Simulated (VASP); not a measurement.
Calculation: PBE GGA, VASP's PBE PAW potentials (set 64) (plane waves; VASP).

VASP input:

INCAR:
```
GGA = PE
LWAVE = .FALSE.
LCHARG = .FALSE.
LREAL = .FALSE.
EDIFF = 1E-6   ! SCF stop (eV)
ISIF = 2   ! forces and stress, cell fixed
KSPACING = 0.25
NELM = 100
SIGMA = 0.1   ! width (eV)
KGAMMA = .FALSE.
ALGO = Normal
ENCUT = 520   ! plane-wave cut-off (eV)
LMAXMIX = 4
PREC = Accurate
SYSTEM = ZrB2
LASPH = .TRUE.
ISMEAR = 1   ! Methfessel-Paxton
```

File POSCAR:
```
ZrB2
7.078330
  0.2234637266  -0.3909413661   0.0000000000
  0.2234637266   0.3909413661   0.0000000000
  0.0000000000   0.0000000000   0.5000000000
Zr B
1 2
Cart
  0.0000000000   0.0000000000   0.0000000000
  0.2234637266   0.1303140493   0.2500000000
  0.2364031702  -0.1303140493   0.2500000000
```

POTCAR, in this order: Zr_sv B (PBE.64 set). Program: vasp_std.

The run wrote:

**OUTCAR**
```
 ion  position               nearest neighbor table
   1  0.000  0.000  0.000-   3 2.49   3 2.49   2 2.55   2 2.55   2 2.55   2 2.55   2 2.56   2 2.56
                             3 2.56   3 2.56   3 2.60   3 2.60
   2  0.333  0.667  0.500-   3 1.75   3 1.85   3 1.91   1 2.55   1 2.55   1 2.55   1 2.55   1 2.56
                             1 2.56
   3  0.696  0.362  0.500-   2 1.75   2 1.85   2 1.91   1 2.49   1 2.49   1 2.56   1 2.56   1 2.60
                             1 2.60
  LATTYP: Found a base centered orthorhombic cell.
 ALAT       =     3.1635000000
 B/A-ratio  =     1.7494623044
 C/A-ratio  =     1.1187498024
 Subroutine PRICEL returns:
 Original cell was already a primitive cell.
 Subroutine GETGRP returns: Found  2 space group operations
The static configuration has the point symmetry C_1h.
The dynamic configuration has the point symmetry C_1h.
 Subroutine INISYM returns: Found  2 space group operations
 Subroutine IBZKPT returns following result:
 Found    200 irreducible k-points:

 Following reciprocal coordinates:
            Coordinates               Weight
  0.050000  0.050000  0.062500      4.000000
  0.150000  0.050000  0.062500      4.000000
  0.050000  0.150000 -0.062500      4.000000
  0.250000  0.050000  0.062500      4.000000
  0.050000  0.250000 -0.062500      4.000000
  0.350000  0.050000  0.062500      4.000000
  0.050000  0.350000 -0.062500      4.000000
  0.450000  0.050000  0.062500      4.000000
  0.050000  0.450000 -0.062500      4.000000
 -0.450000  0.050000  0.062500      4.000000
  0.050000 -0.450000 -0.062500      4.000000
 -0.350000  0.050000  0.062500      4.000000
  0.050000 -0.350000 -0.062500      4.000000
 -0.250000  0.050000  0.062500      4.000000
  0.050000 -0.250000 -0.062500      4.000000
 -0.150000  0.050000  0.062500      4.000000
  0.050000 -0.150000 -0.062500      4.000000
 -0.050000  0.050000  0.062500      4.000000
...
```

**OSZICAR**
```
       N       E                     dE             d eps       ncg     rms          rms(c)
DAV:   1     0.112113723707E+03    0.11211E+03   -0.99218E+03  5200   0.138E+03
DAV:   2    -0.218159853566E+02   -0.13393E+03   -0.12951E+03  6050   0.337E+02
DAV:   3    -0.274645723360E+02   -0.56486E+01   -0.55669E+01  8449   0.608E+01
DAV:   4    -0.276020771623E+02   -0.13750E+00   -0.13745E+00  6707   0.868E+00
DAV:   5    -0.276049899968E+02   -0.29128E-02   -0.29127E-02  8062   0.107E+00    0.213E+01
DAV:   6    -0.249419455643E+02    0.26630E+01   -0.79246E+00  6400   0.199E+01    0.863E+00
DAV:   7    -0.249138544676E+02    0.28091E-01   -0.90449E-01  8007   0.619E+00    0.310E+00
DAV:   8    -0.249145066813E+02   -0.65221E-03   -0.95235E-02  6158   0.286E+00    0.803E-01
DAV:   9    -0.249119669280E+02    0.25398E-02   -0.16106E-02  6638   0.105E+00    0.148E-01
DAV:  10    -0.249119193960E+02    0.47532E-04   -0.89904E-04  6718   0.284E-01    0.436E-02
DAV:  11    -0.249119331015E+02   -0.13706E-04   -0.32306E-05  7067   0.674E-02    0.137E-02
DAV:  12    -0.249119331471E+02   -0.45557E-07   -0.20869E-06  5075   0.159E-02
   1 F= -.24911933E+02 E0= -.24912088E+02  d E =0.465361E-03
```

OUTCAR:
```
------------------------ aborting loop because EDIFF is reached ----------------------------------------
  FORCE on cell =-STRESS in cart. coord.  units (eV):
  Direction    XX          YY          ZZ          XY          YZ          ZX
  --------------------------------------------------------------------------------------
  Total        0.5230043     -0.6195658      0.0103944      0.1358359      0.0000000      0.0000000
  in kB       27.0461083    -32.0395887      0.5375241      7.0244767      0.0000000      0.0000000
  external PRESSURE =      -1.4853188 kB  Pullay stress =       0.0000000 kB
  volume of cell :       30.98
      direct lattice vectors                 reciprocal lattice vectors
     1.581750000 -2.767212000  0.000000000     0.316105579 -0.180687277  0.000000000
     1.581750000  2.767212000  0.000000000     0.316105579  0.180687277  0.000000000
     0.000000000  0.000000000  3.539165000     0.000000000  0.000000000  0.282552523
 POSITION                                       TOTAL-FORCE (eV/Angst)
 -----------------------------------------------------------------------------------
      0.00000      0.00000      0.00000         0.599033      0.035088      0.000000
      1.58175      0.92241      1.76958         0.776666     -0.108818      0.000000
      1.67334     -0.92241      1.76958        -1.375700      0.073730      0.000000
 -----------------------------------------------------------------------------------
    total drift:                                0.000075      0.000008      0.000000
  FREE ENERGIE OF THE ION-ELECTRON SYSTEM (eV)
  ---------------------------------------------------
  free  energy   TOTEN  =       -24.9119331471 eV

  energy  without entropy=      -24.9123985078  energy(sigma->0) =      -24.91208827
```
(Selected blocks of OUTCAR.)

The compound is ZrB2 in the AlB2 type structure. The cell was not relaxed at this level, atoms are displaced from their ideal sites. The run is one of a series of settings (KGAMMA = .FALSE., KSPACING = 0.25, KPOINTS file removed against the base run), some of them coarse on purpose.
